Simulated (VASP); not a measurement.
Method: PBE GGA with D3 dispersion (Becke-Johnson damping), VASP's PBE PAW potentials (set 64) (plane waves; VASP).

Input for VASP

**POSCAR**
```
Te2Mo
1
    3.4925562139     0.0000000000    -0.0000000000
   -1.7462781069     3.0246428203     0.0000000000
   -0.0000000000    -0.0000000000    13.6696251134
Mo Te
2 4
Direct
  0.3333330000   0.6666670000   0.2500000000
  0.6666670000   0.3333330000   0.7500000000
  0.3333330000   0.6666670000   0.6170133163
  0.6666670000   0.3333330000   0.1170133163
  0.3333330000   0.6666670000   0.8829866837
  0.6666670000   0.3333330000   0.3829866837
```

### INCAR
```
# general
SYSTEM  = Te2Mo
PREC    = Accurate
ENCUT   = 400
LREAL   = .FALSE.
LASPH   = .TRUE.
NBANDS  = 93

# electronic loop
EDIFF   = 1E-7
NELM    = 100
ALGO    = Normal
LMAXMIX = 4

# smearing
ISMEAR  = 0
SIGMA   = 0.01

# functional
GGA     = PE
IVDW    = 12

# output
LWAVE   = .FALSE.
LCHARG  = .FALSE.
NEDOS   = 1001

# other
LOPTICS = .TRUE.
CSHIFT  = 0.1
```

**KPOINTS**
```
Automatic mesh
0
Gamma
17 17 4
0 0 0
```

POTCAR, in this order: Mo_sv Te (PBE.64 set). Program: vasp_std.

The run wrote:

OUTCAR:
```
 ion  position               nearest neighbor table
   1  0.333  0.667  0.250-   4 2.71   6 2.71   4 2.71   6 2.71   4 2.71   6 2.71
   2  0.667  0.333  0.750-   3 2.71   5 2.71   3 2.71   5 2.71   3 2.71   5 2.71
   3  0.333  0.667  0.617-   2 2.71   2 2.71   2 2.71   5 3.64
   4  0.667  0.333  0.117-   1 2.71   1 2.71   1 2.71   6 3.64
   5  0.333  0.667  0.883-   2 2.71   2 2.71   2 2.71   3 3.64
   6  0.667  0.333  0.383-   1 2.71   1 2.71   1 2.71   4 3.64
  LATTYP: Found a hexagonal cell.
 ALAT       =     3.4925562139
 C/A-ratio  =     3.9139313088
 Subroutine PRICEL returns:
 Original cell was already a primitive cell.
 Subroutine GETGRP returns: Found 24 space group operations
The static configuration has the point symmetry D_3d.
 The point group associated with its full space group is D_6h.
The dynamic configuration has the point symmetry D_3d.
 Subroutine INISYM returns: Found 24 space group operations
 Subroutine IBZKPT returns following result:
 Found     99 irreducible k-points:

 Following reciprocal coordinates:
            Coordinates               Weight
  0.000000  0.000000  0.000000      1.000000
  0.058824  0.000000  0.000000      6.000000
  0.117647  0.000000  0.000000      6.000000
...
```

File OSZICAR:
```
       N       E                     dE             d eps       ncg     rms          rms(c)
DAV:   1     0.401099965545E+03    0.40110E+03   -0.19365E+04 19198   0.409E+02
DAV:   2    -0.214652021869E+02   -0.42257E+03   -0.40385E+03 21572   0.155E+02
DAV:   3    -0.369700666923E+02   -0.15505E+02   -0.15264E+02 21996   0.294E+01
DAV:   4    -0.371333161034E+02   -0.16325E+00   -0.16318E+00 21524   0.302E+00
DAV:   5    -0.371363589695E+02   -0.30429E-02   -0.30427E-02 21514   0.408E-01    0.222E+01
DAV:   6    -0.363589678825E+02    0.77739E+00   -0.19113E+00 20658   0.479E+00    0.961E+00
DAV:   7    -0.364126693698E+02   -0.53701E-01   -0.23557E+00 19823   0.387E+00    0.668E+00
DAV:   8    -0.358909068689E+02    0.52176E+00   -0.61629E-01 20143   0.254E+00    0.135E+00
DAV:   9    -0.358896270160E+02    0.12799E-02   -0.48183E-02 20928   0.456E-01    0.897E-01
DAV:  10    -0.358893174129E+02    0.30960E-03   -0.82268E-04 21437   0.709E-02    0.678E-01
DAV:  11    -0.358891274976E+02    0.18992E-03   -0.30645E-04 21334   0.666E-02    0.338E-01
DAV:  12    -0.358890618145E+02    0.65683E-04   -0.20455E-04 20769   0.401E-02    0.114E-01
DAV:  13    -0.358890666111E+02   -0.47967E-05   -0.10186E-05 22138   0.701E-03    0.615E-02
DAV:  14    -0.358890681587E+02   -0.15476E-05   -0.13690E-06 20843   0.310E-03    0.304E-02
DAV:  15    -0.358890692224E+02   -0.10637E-05   -0.29314E-07 20165   0.127E-03    0.981E-03
DAV:  16    -0.358890695178E+02   -0.29536E-06   -0.24138E-08 13115   0.345E-04    0.821E-03
DAV:  17    -0.358890699674E+02   -0.44965E-06   -0.17374E-08 15970   0.308E-04    0.162E-03
DAV:  18    -0.358890700861E+02   -0.11871E-06   -0.49267E-09 10667   0.141E-04    0.183E-04
DAV:  19    -0.358890701082E+02   -0.22062E-07   -0.79881E-10 10642   0.606E-05
   1 F= -.39227867E+02 E0= -.39227867E+02  d E =-.151819E-30
 imaginary and real dielectric function
```

OUTCAR:
```
------------------------ aborting loop because EDIFF is reached ----------------------------------------
 Edisp (eV)   -3.33880
  FORCE on cell =-STRESS in cart. coord.  units (eV):
  Direction    XX          YY          ZZ          XY          YZ          ZX
  --------------------------------------------------------------------------------------
  Total       0.00400     0.00400     0.03092     0.00000    -0.00000    -0.00000
  in kB       0.04434     0.04434     0.34308     0.00000    -0.00000    -0.00000
  external pressure =        0.14 kB  Pullay stress =        0.00 kB
  volume of cell :      144.40
      direct lattice vectors                 reciprocal lattice vectors
     3.492556214  0.000000000  0.000000000     0.286323237  0.165308775  0.000000000
    -1.746278107  3.024642820  0.000000000     0.000000000  0.330617550  0.000000000
     0.000000000  0.000000000 13.669625113     0.000000000  0.000000000  0.073154896
 POSITION                                       TOTAL-FORCE (eV/Angst)
 -----------------------------------------------------------------------------------
     -0.00000      2.01643      3.41741        -0.000000     -0.000000      0.000000
      1.74628      1.00821     10.25222         0.000000      0.000000      0.000000
     -0.00000      2.01643      8.43434         0.000000      0.000000     -0.017771
      1.74628      1.00821      1.59953         0.000000      0.000000     -0.017771
     -0.00000      2.01643     12.07010         0.000000      0.000000      0.017771
      1.74628      1.00821      5.23528        -0.000000      0.000000      0.017771
 -----------------------------------------------------------------------------------
    total drift:                                0.000776     -0.000448      0.001056
  FREE ENERGIE OF THE ION-ELECTRON SYSTEM (eV)
  ---------------------------------------------------
  free  energy   TOTEN  =       -39.2278668439 eV

  energy  without entropy=      -39.2278668439  energy(sigma->0) =      -39.22786684

 plasma frequency squared (from intraband transitions) (eV^2)
  --------------------------------------------------------------------------------------
       0.000       0.000       0.000
       0.000       0.000       0.000
       0.000       0.000       0.000

 plasma frequency squared (from interband transitions, int dw w eps(2)(w)) (eV^2)
  --------------------------------------------------------------------------------------
     430.299       0.000       0.000      -0.000       0.000      -0.000
       0.000       0.000     430.299       0.000      -0.000       0.000
       0.000       0.000      -0.000      -0.000     435.993       0.000
```
(Selected blocks of OUTCAR.)

### OUTCAR
```
 val. band max:        8.7038947225   @ k =   0.0588   0.0588   0.0000

 cond. band min:       9.3071334180   @ k =   0.2353   0.1765   0.0000


 Fermi energy:         8.7816919841

 k-point     1 :       0.0000    0.0000    0.0000
  band No.  band energies     occupation
      1     -52.1541      2.00000
      2     -52.1541      2.00000
      3     -26.3362      2.00000
      4     -26.3361      2.00000
      5     -26.1925      2.00000
      6     -26.1925      2.00000
      7     -26.1925      2.00000
      8     -26.1925      2.00000
      9      -4.5530      2.00000
     10      -4.0983      2.00000
     11      -3.7542      2.00000
     12      -3.0619      2.00000
     13       2.5445      2.00000
     14       4.1363      2.00000
     15       5.2807      2.00000
     16       6.8604      2.00000
     17       6.8604      2.00000
     18       6.8824      2.00000
     19       6.8824      2.00000
     20       7.4879      2.00000
     21       7.6327      2.00000
     22       7.6328      2.00000
     23       7.6824      2.00000
     24       7.6825      2.00000
     25       8.5373      2.00000
     26       8.6981      2.00000
     27      11.5726      0.00000
     28      11.5726      0.00000
     29      11.7596      0.00000
     30      11.7596      0.00000
     31      11.7659      0.00000
     32      11.7659      0.00000
     33      12.1194      0.00000
     34      12.1194      0.00000
     35      14.5495      0.00000
     36      14.9411      0.00000
     37      15.9821      0.00000
     38      16.1796      0.00000
     39      17.0327      0.00000
     40      17.3778      0.00000
     41      17.3778      0.00000
     42      17.9770      0.00000
     43      17.9770      0.00000
     44      18.1341      0.00000
     45      18.5575      0.00000
     46      19.0287      0.00000
     47      19.0287      0.00000
     48      19.3290      0.00000
     49      19.3290      0.00000
     50      19.7124      0.00000
     51      19.7400      0.00000
...
```

Unless said otherwise, spin-orbit coupling is left out, though it shifts the bands of the heavy elements here.

The structure comes from a measured Te2Mo entry (P6_3/mmc) of the Crystallography Open Database, whose conditions weren't checked. It was relaxed first.
